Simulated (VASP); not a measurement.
# C₂H₂S, screened Coulomb integrals of an active space by constrained RPA: which settings are enough?

C₂H₂S, molecule in box, 5 atoms in the cell. PBE, constrained RPA for the effective Coulomb interaction; PAW potentials C_GW, S_GW, H_GW (PBE set). VASP 6.6.1.

Wanted: screened U within a state, mean within 0.1 eV; bare U within a state, mean within 0.2 eV.

Target states: HOMO and LUMO.

POSCAR of the starting run:
```
H2C2S
1.0
    9.0800000000      0.0000000000      0.0000000000
    0.0000000000      6.5600000000      0.0000000000
    0.0000000000      0.0000000000      5.2100000000
C S H
2 1 2
Direct
    0.3920319300      0.3952972500      0.5049328200
    0.5239152000      0.4133308000      0.5095777400
    0.7087389700      0.4173094500      0.5205758200
    0.2752918500      0.3813643300      0.5003838800
    0.7247081500      0.6186356700      0.4794241800
```

The series start from Empty bands asked for: 90; Cutoff of the response function (eV): 80; Plane-wave cutoff (eV): 420; Room around the molecule (Å): 5. Each series keeps the choices made before it, and each single choice may use up half of a tolerance. Times cover all steps of a run.

## Empty bands asked for

| Empty bands asked for | Screened U within a state, mean (eV) | Bare U within a state, mean (eV) | Time (s) |
|---|---|---|---|
| 15 | 6.41 | 8.12 | 114 |
| 40 | 6.16 | 8.12 | 128 |
| 90 | 6.07 | 8.12 | 101 |
| 180 | 6.05 | 8.12 | 116 |
| 320 (reference) | 6.04 | 8.12 | 123 |

Chosen: 90, the loosest value from which every tighter one stays within half of the tolerance.

## Cutoff of the response function (eV)

| Cutoff of the response function (eV) | Screened U within a state, mean (eV) | Bare U within a state, mean (eV) | Time (s) |
|---|---|---|---|
| 50 | 6.07 | 8.12 | 121 |
| 80 | 6.07 | 8.12 | 101 |
| 120 | 6.08 | 8.12 | 121 |
| 180 (reference) | 6.08 | 8.12 | 125 |

Chosen: 50.

## Plane-wave cutoff (eV)

| Plane-wave cutoff (eV) | Screened U within a state, mean (eV) | Bare U within a state, mean (eV) | Time (s) |
|---|---|---|---|
| 280 | 6.02 | 8.07 | 23 |
| 350 | 6.06 | 8.11 | 47 |
| 420 (reference) | 6.07 | 8.12 | 121 |

Chosen: 350.

## Room around the molecule (Å)

| Room around the molecule (Å) | Screened U within a state, mean (eV) | Bare U within a state, mean (eV) | Time (s) |
|---|---|---|---|
| 3.5 | 4.92 | 9.23 | 8.7 |
| 4.25 | 5.65 | 8.45 | 21 |
| 5 | 6.06 | 8.11 | 47 |
| 6 (reference) | 6.44 | 8.06 | 267 |

Chosen: 6; the next looser run is off by more than half of the tolerance, so convergence isn't shown beyond this value.

## All choices together

| Input | Screened U within a state, mean (eV) | Bare U within a state, mean (eV) | Time (s) |
|---|---|---|---|
| defaults (naive) | 7.23 | 8.12 | 287 |
| chosen settings | 6.44 | 8.06 | 267 |
| reference settings throughout | 6.40 | 8.08 | 483 |

The chosen settings stay within the tolerance of the reference run, but the reference itself isn't shown to be converged in: Room around the molecule (Å).

## The input

INCAR.step1:
```
SYSTEM = H2C2S
ENCUT    = 350            ! plane-wave cutoff, eV
PREC     = Accurate       ! precision mode
ISMEAR   = -1             ! smearing method
SIGMA    = 0.02           ! smearing width, eV
LASPH    = .True.         ! aspherical terms in the spheres
EDIFF    = 1E-7           ! SCF threshold, eV
GGA      = PE             ! functional
ALGO     = Normal         ! electronic algorithm
NELM     = 150            ! most SCF steps
LWAVE    = .True.         ! write WAVECAR
LCHARG   = .False.        ! write CHGCAR
```

INCAR.step2, as INCAR.step1 but for:
```
- ALGO = Normal
- NELM = 150
+ ALGO = Exact
+ NELM = 1
+ NBANDS = 98
+ LOPTICS = .True.
```

INCAR.step3:
```
SYSTEM = H2C2S
ENCUT    = 350            ! plane-wave cutoff, eV
PREC     = Accurate       ! precision mode
ISMEAR   = -1             ! smearing method
SIGMA    = 0.02           ! smearing width, eV
LASPH    = .True.         ! aspherical terms in the spheres
GGA      = PE             ! functional
ALGO     = CRPA           ! electronic algorithm
NBANDS   = 100            ! bands
ENCUTGW  = 50             ! cutoff of the response function
PRECFOCK = Fast         
LOCALIZED_BASIS= BLOCH        
LWAVE    = .False.        ! write WAVECAR
LCHARG   = .False.        ! write CHGCAR
NCRPA_BANDS= 8 9          
NTARGET_STATES= 8 9           
```

KPOINTS:
```
k-points
0
Gamma
  1 1 1
```

POSCAR:
```
H2C2S
1.0
   10.0800000000      0.0000000000      0.0000000000
    0.0000000000      7.5600000000      0.0000000000
    0.0000000000      0.0000000000      6.2100000000
C S H
2 1 2
Direct
    0.4027430500      0.4091468200      0.5041384900
    0.5215426600      0.4247949800      0.5080354300
    0.6880307400      0.4282473500      0.5172624800
    0.2975843300      0.3970568800      0.5003220600
    0.7024156700      0.6029431200      0.4827375200
```

Commands (each step's output is kept before the next begins):
```
cat potpaw_PBE.64/C_GW/POTCAR potpaw_PBE.64/S_GW/POTCAR potpaw_PBE.64/H_GW/POTCAR > POTCAR
cp INCAR.step1 INCAR
mpirun -np 4 vasp_std > vasp.out
cp INCAR.step2 INCAR
mpirun -np 4 vasp_std > vasp.out
cp INCAR.step3 INCAR
mpirun -np 4 vasp_std > vasp.out
```

The chosen input took VASP 6.6.1 267 s on 4 cores (Intel Xeon 6975P-C (Granite Rapids)), a shared host.

## An input that fails: spectral scheme without Wannier functions

VASP's message: internal error in VASP: ADD_XI weighting without weights does not work If you are not a developer, you should not encounter this problem. Please submit a bug report.

Changes against the starting input:
```
(step 3)
+ LSCRPA = True
```
